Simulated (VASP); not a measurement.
Write the native input for VASP 6.6.1 that does the following.

* Task: relaxation of cell and atoms
* Functional: LDA
* Potentials or basis: VASP PAW LDA potentials, release 64 (Si, C)
* Cutoff: 600 eV
* k mesh: 8 × 8 × 2
* Occupations: fermi-dirac, width 0.05 eV
* Spin: no spin polarisation
* Target pressure: 60 GPa
* Further INCAR settings: ALGO = Normal; EDIFF = 1e-06; IBRION = 2; EDIFFG = -0.01; NSW = 60; ISIF = 3
* Target pressure: 60 GPa

The structure of SiC lies in POSCAR:

```
SiC                                     
1.0
    2.9262490330     -0.0000000000      0.0000000000
   -1.4631245165      2.5342060004     -0.0000000000
    0.0000000000     -0.0000000000     14.3512976128
  Si              C             
     6     6
Direct
     0.0000000000000000    0.0000000000000000    0.0000131194630076
     0.3333333332999970    0.6666666667000030    0.1666554958557432
     0.6666666667000030    0.3333333332999970    0.3331687275428871
     0.0000000000000000    0.0000000000000000    0.5000131194630074
     0.6666666667000030    0.3333333332999970    0.6666554958557431
     0.3333333332999970    0.6666666667000030    0.8331687275428873
     0.0000000000000000    0.0000000000000000    0.1252926372045256
     0.3333333332999970    0.6666666667000030    0.2916844116139071
     0.6666666667000030    0.3333333332999970    0.4581856083199152
     0.0000000000000000    0.0000000000000000    0.6252926372045255
     0.6666666667000030    0.3333333332999970    0.7916844116139071
     0.3333333332999970    0.6666666667000030    0.9581856083199153
```

The cell was built by a generator and needn't be a form met in nature.

These files were run (other wordings do the same):

INCAR

```
SYSTEM = SiC
ALGO = Normal
EDIFF = 1E-6
EDIFFG = -0.01
ENCUT = 600
IBRION = 2
ISIF = 3
ISMEAR = -1
KPAR = 4
LASPH = .True.
LCHARG = .False.
LREAL = .False.
LWAVE = .False.
NELM = 60
NSW = 60
PREC = Accurate
PSTRESS = 600
SIGMA = 0.05
```

KPOINTS

```
k-points
0
Gamma
  8 8 2
  0 0 0
```

Potentials or basis: VASP PAW LDA potentials, release 64 (Si, C).

Launch:

```console
$ cat potpaw_LDA.64/Si/POTCAR potpaw_LDA.64/C/POTCAR > POTCAR
$ mpirun -np 4 vasp_std > vasp.out
```

It gave:

```
Relaxed volume                                         : 8.44 Å³/atom
Relaxed cell                                           : a = 2.879 Å, b = 2.879 Å, c = 14.114 Å, α = 90.00°, β = 90.00°, γ = 120.00°
Space group after relaxing (to 0.05 Å)                 : P6_3mc (No. 186)
Energy change on relaxing (the enthalpy is what falls) : +132.7 meV/atom
Ionic steps                                            : 7
Pressure after relaxing                                : 60.0 GPa
Largest force after relaxing                           : 0.010 eV/Å
Band gap on the k mesh                                 : 1.92 eV, indirect (least direct gap 3.05 eV)
```

Caveat: the cell is relaxed towards a set pressure, so the enthalpy falls and the energy may rise.

Run time: 78 s on 4 MPI ranks on Intel(R) Xeon(R) Platinum 8488C (Sapphire Rapids), with other jobs on the host, peak memory 0.23 GiB a rank.
